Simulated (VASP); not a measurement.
Here is the system:

```
CELL_PARAMETERS angstrom
      1.33277    -2.30843     0.00000
      1.33277     2.30843     0.00000
      0.00000     0.00000     4.67868
ATOMIC_POSITIONS crystal
  Zn 0.33333 0.66667 0.25000
  Zn 0.66667 0.33333 0.75000
```

These are PBE GGA with D4 dispersion, VASP's PBE PAW potentials (set 64) (plane waves; VASP) values and carry that method's errors. Settings: 520 eV cut-off, Gaussian smearing of 0.050 eV, potentials Zn.

Q: Give the energies of bands 11 to 15 at the high-symmetry points, in eV from the Fermi level.

A: 
| band | Γ | M | K | A | L | H |
|---|---|---|---|---|---|---|
| 11 | -7.22 | -3.26 | -0.41 | -7.33 | -2.18 | 0.60 |
| 12 | -3.68 | -2.53 | -0.41 | -7.33 | -2.18 | 0.60 |
| 13 | -2.36 | 3.12 | -0.27 | 5.86 | 0.00 | 1.65 |
| 14 | 16.11 | 3.56 | 5.40 | 5.86 | 0.00 | 1.65 |
| 15 | 16.93 | 4.72 | 6.28 | 18.42 | 11.28 | 2.02 |

It has no gap at this level: it comes out as a metal or semimetal.

The compound is Zn in the hcp structure. It was relaxed first, which changed the volume by -5 %.
